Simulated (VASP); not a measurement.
Here is the system:

```
CSi
1.0
    1.54316    -2.67283     0.00000
    1.54316     2.67283     0.00000
    0.00000     0.00000     5.06794
Si C
2 2
Cartesian
  1.54316  -0.89094   2.53227
  1.54316   0.89094   5.06624
  1.54316  -0.89094   4.43614
  1.54316   0.89094   1.90217
```

The numbers are results of rev-vdW-DF2, VASP's PBE PAW potentials (set 64) (plane waves; VASP), not measurements. Settings: 520 eV cut-off, Gaussian smearing of 0.050 eV, potentials Si C.

Problem. Give the energies of bands 3 to 11 at the high-symmetry points, in eV from the valence-band maximum.

Solution. 
```csv
band,Γ,M,K,A,L,H
3,-8.62,-7.72,-6.67,-4.41,-8.20,-7.69
4,-1.31,-6.25,-6.23,-4.41,-8.20,-7.69
5,-1.31,-5.38,-6.23,-0.71,-2.42,-5.58
6,-0.12,-3.29,-4.00,-0.71,-2.42,-5.58
7,0.00,-3.25,-4.00,-0.71,-2.32,-1.74
8,0.00,-1.19,-3.79,-0.71,-2.32,-1.74
9,4.76,2.78,2.29,5.84,3.28,5.05
10,6.11,4.21,8.11,5.84,3.28,5.05
11,6.61,6.81,8.81,7.30,5.24,5.99
```

The gap is indirect, 2.29 eV, from the valence maximum at Γ to the conduction minimum at K.

Measured: gap 3.33 eV (computed value off by -1.04 eV), as given by Daiki Deguchi et al., Japanese Journal of Applied Physics (2016), arXiv:1512.06930.

The compound is SiC in the wurtzite structure, the rare 2H polytype. It was relaxed first.
